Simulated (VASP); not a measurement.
Input:

```xyz
4
Lattice="1.9475 -3.3732 0.0000 1.9475 3.3732 0.0000 0.0000 0.0000 6.3796" Properties=species:S:1:pos:R:3 pbc="T T T"
Zn     1.9475    -1.1244     3.1906
Zn     1.9475     1.1244     0.0008
S      1.9475    -1.1244     5.5814
S      1.9475     1.1244     2.3916
```

All values below come from RPBE GGA, VASP's PBE PAW potentials (set 64) (plane waves; VASP). Numerical set-up: 520 eV cut-off, 6×6×3 Γ-centred mesh, Gaussian smearing of 0.050 eV, potentials Zn S.

Q: Estimate the energy per atom (σ→0), band gap (on the k-mesh) with the smallest direct gap where there is one.

A: 
```yaml
band gap (on the k-mesh): 2.09 eV
smallest direct gap (on the k-mesh): 2.09 eV
energy per atom (σ→0): -3.100 eV/atom
```

Only differences to runs with the same potentials and settings are physical.

The compound is ZnS in the wurtzite structure, the high-temperature form. It was relaxed first, which changed the volume by +6 %. The start is the result of an earlier pass.
